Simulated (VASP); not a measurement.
Set up this calculation in VASP 6.6.1, as the native input.

```yaml
Task: relaxation of cell and atoms
Functional: LDA
Potentials_or_basis: VASP PAW LDA potentials, release 64 (Mo_sv, S)
Cutoff: 600 eV
k_mesh: 12 × 12 × 2
Occupations: gaussian, width 0.02 eV
Spin: no spin polarisation
Dipole_correction: no
Further_INCAR_settings: ALGO = Fast; EDIFF = 1e-07; IBRION = 2; EDIFFG = -0.002; NSW = 100; ISIF = 3
```

The structure of MoS2 lies in POSCAR:

```
MoS2
1.0
    3.1922379100      0.0000000000      0.0000000000
   -1.5961189600      2.7645591300      0.0000000000
    0.0000000000      0.0000000000     13.3782940000
Mo S
2 4
Direct
    0.6666666700      0.3333333300      0.2500000000
    0.3333333300      0.6666666700      0.7500000000
    0.6666666700      0.3333333300      0.6330820000
    0.3333333300      0.6666666700      0.3669180000
    0.6666666700      0.3333333300      0.8669180000
    0.3333333300      0.6666666700      0.1330820000
```

The cell is a database's computed one.

The input as run:

INCAR

```
PREC = Accurate
ENCUT = 600
EDIFF = 1E-7
ISMEAR = 0
SIGMA = 0.02
LREAL = F
LASPH = T
NELM = 100
ALGO = Fast
ISIF = 3
LWAVE = F
LCHARG = F
IBRION = 2
NSW = 100
EDIFFG = -0.002
```

KPOINTS

```
Automatic mesh
0
Gamma
  12 12 2
```

Potentials or basis: VASP PAW LDA potentials, release 64 (Mo_sv, S).

Command:

```sh
$ cat potpaw_LDA.64/Mo_sv/POTCAR potpaw_LDA.64/S/POTCAR > POTCAR
$ mpirun -np 1 vasp_std > vasp.out
```

It gave:

- Relaxed volume: 17.01 Å³/atom
- Relaxed cell: a = 3.124 Å, b = 3.124 Å, c = 12.079 Å, α = 90.00°, β = 90.00°, γ = 120.00°
- Space group after relaxing (to 0.05 Å): P6_3/mmc (No. 194)
- Energy gained by relaxing: 37.4 meV/atom
- Ionic steps: 27
- Pressure after relaxing: 0.0 GPa
- Band gap on the k mesh: 0.74 eV, indirect (least direct gap 1.76 eV)

It took 44 min on 1 thread of Intel(R) Xeon(R) Platinum 8488C (Sapphire Rapids), on a shared host, peak memory 0.32 GiB.
